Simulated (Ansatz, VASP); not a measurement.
One calculation of WSeS, two programs

```
S W Se
1.0
     3.18548    0.00000    0.00000
    -1.59274    2.75871    0.00000
     0.00000    0.00000   30.20000
S W Se
1 1 1
Direct
  0.66667 0.33333 0.23154
  0.33333 0.66667 0.28210
  0.66667 0.33333 0.33834
```

Alike in both runs: functional LDA; k mesh 12 × 12 × 1; occupations gaussian, width 0.03 eV; no spin polarisation.

Ansatz relaxed the structure, and its values are those at the end. VASP's run is a single point on that final structure, the one shown.

```csv
,VASP,Ansatz
version,VASP 6.6.1,Ansatz 0.2.0
potentials or method,"VASP PAW LDA potentials, release 64 (S, W_sv, Se)","scalar-relativistic, plane waves, PAW"
plane-wave cutoff (eV),520,420
valence electrons in the cell,26,36
```

|  | VASP | Ansatz | Ansatz less VASP |
| --- | --- | --- | --- |
| gap on the k mesh at the Fermi level (eV) | 1.84 | 1.83 | -0.005 |
| least direct gap on the mesh (eV) | 1.89 | 1.88 | -0.007 |
| rms of the force components (eV/Å) | 0.043 | 0.001 | -0.0426 |

The two sets of potentials don't hold the same shells in valence. Ansatz warned: «slab_cell_height_set».

Caveats: spin-orbit coupling is left out, which moves the levels of the heavy elements. Expect the measured gap to be larger: semilocal functionals such as LDA lack the derivative discontinuity.
